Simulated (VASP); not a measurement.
Method: PBE GGA, VASP's PBE PAW potentials (set 64) (plane waves; VASP).

VASP ran on this input.

**POSCAR**
```
BN
2.5063930
  1.0000000000   0.0000000000   0.0000000000
 -0.5000001995   0.8660253998   0.0000000000
  0.0000000000   0.0000000000   2.9457958110
B N
2 2
Cartesian
  0.5000004335   0.2886748446   2.2093468582
 -0.0000006330   0.5773505552   0.7364489527
  0.0000000000   0.0000000000   2.2093468582
  0.0000000000   0.0000000000   0.7364489527
```

KPOINTS:
```
Automatic mesh
0
Gamma
15 15 5
0.5 0.5 0.5
```

**INCAR**
```
! general
SYSTEM=BN
PREC  =Accurate
ENCUT =400
LREAL =F   ! projection in real space or not
LASPH =T   ! aspherical one-centre terms

! electronic loop
EDIFF =1E-02   ! SCF stop (eV)
NELM  =100
ALGO  =Normal   ! blocked Davidson

! smearing
ISMEAR=0   ! Gaussian
SIGMA =0.01   ! width (eV)

! functional
GGA   =PE   ! PBE

! ions
ISIF  =2

! output
LWAVE =F
LCHARG=F
```

POTCAR, in this order: B N (PBE.64 set). Program: vasp_std.

At this cut-off the stress carries a Pulay error, which pulls relaxed volumes low.

Q: Estimate the energy per atom (σ→0), pressure.

A: 
energy per atom (σ→0): -8.791 eV/atom
pressure: -1.70 GPa

OSZICAR:
```
...
DAV:   3    -0.387725225396E+02   -0.37342E+01   -0.37116E+01  5960   0.508E+01
DAV:   4    -0.388110721363E+02   -0.38550E-01   -0.38531E-01  5676   0.566E+00
DAV:   5    -0.388116343028E+02   -0.56217E-03   -0.56178E-03  4472   0.699E-01    0.112E+01
DAV:   6    -0.355677479935E+02    0.32439E+01   -0.80392E+00  5400   0.223E+01    0.520E+00
DAV:   7    -0.352568159383E+02    0.31093E+00   -0.47839E-01  5968   0.562E+00    0.322E+00
DAV:   8    -0.351663974966E+02    0.90418E-01   -0.33765E-01  5720   0.433E+00    0.441E-01
DAV:   9    -0.351632964893E+02    0.31010E-02   -0.13029E-02  3888   0.983E-01
   1 F= -.35163296E+02 E0= -.35163296E+02  d E =-.676190E-14
```

The structure comes from a computed database's BN entry; how it stands against other phases isn't given here. The cell was not relaxed at this level. The run is one of a series of settings (EDIFF = 1E-02 against the base run), some of them coarse on purpose.
